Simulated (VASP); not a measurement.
Computed with PBE GGA, VASP's PBE PAW potentials (set 64) (plane waves; VASP).

Input for VASP

### KPOINTS
```
Automatic mesh
0
Gamma
10 10 10
0 0 0
```

### POSCAR
```
WS
1.0
  3.4710000000   0.0000000000   0.0000000000
  0.0000000000   3.4710000000   0.0000000000
  0.0000000000   0.0000000000   3.4710000000
W S
1 1
Cartesian
  0.0000000000   0.0000000000   0.0000000000
  1.7355000000   1.7355000000   1.7355000000
```

INCAR:
```
SYSTEM = WS
PREC = Accurate
ENCUT = 400
EDIFF = 1E-6
NELM = 100
ALGO = Normal
LREAL = .FALSE.
LASPH = .TRUE.
ISMEAR = 1
SIGMA = 0.1
GGA = PE
LMAXMIX = 6
LWAVE = .FALSE.
LCHARG = .FALSE.
IBRION = 2
ISIF = 3
NSW = 60
EDIFFG = -0.01
```

POTCAR, in this order: W_sv S (PBE.64 set). Program: vasp_std.

Energy and stress use the plane-wave basis of the starting cell. Unless said otherwise, spin-orbit coupling is left out, though it shifts the bands of the heavy elements here.

Question: Predict the energy per atom (σ→0), volume per atom, band gap (on the k-mesh).

Answer: 
| Quantity | Result |
|---|---|
| energy per atom (σ→0) | -8.301 eV/atom |
| band gap (on the k-mesh) | none (metal, semimetal or under 0.01 eV) |
| volume per atom | 13.63 Å³/atom |

OSZICAR:
```
...
       N       E                     dE             d eps       ncg     rms          rms(c)
DAV:   1    -0.166241496921E+02   -0.25144E-01   -0.56878E-01  1652   0.962E+00    0.182E+00
DAV:   2    -0.166051385085E+02    0.19011E-01   -0.47577E-02  1616   0.240E+00    0.441E-01
DAV:   3    -0.166020583626E+02    0.30801E-02   -0.61733E-03  1814   0.753E-01    0.167E-01
DAV:   4    -0.166018273285E+02    0.23103E-03   -0.77791E-04  1694   0.271E-01    0.160E-01
DAV:   5    -0.166018528748E+02   -0.25546E-04   -0.80697E-05  1796   0.896E-02    0.107E-02
DAV:   6    -0.166018519648E+02    0.91004E-06   -0.64224E-06  1652   0.201E-02
   5 F= -.16601852E+02 E0= -.16601404E+02  d E =-.251507E+01
```

The structure was generated: WS was put into the CsCl type type (Pm-3m), which need not be its known phase. This run relaxes it. Symmetry was kept, so distortions that lower it aren't found.
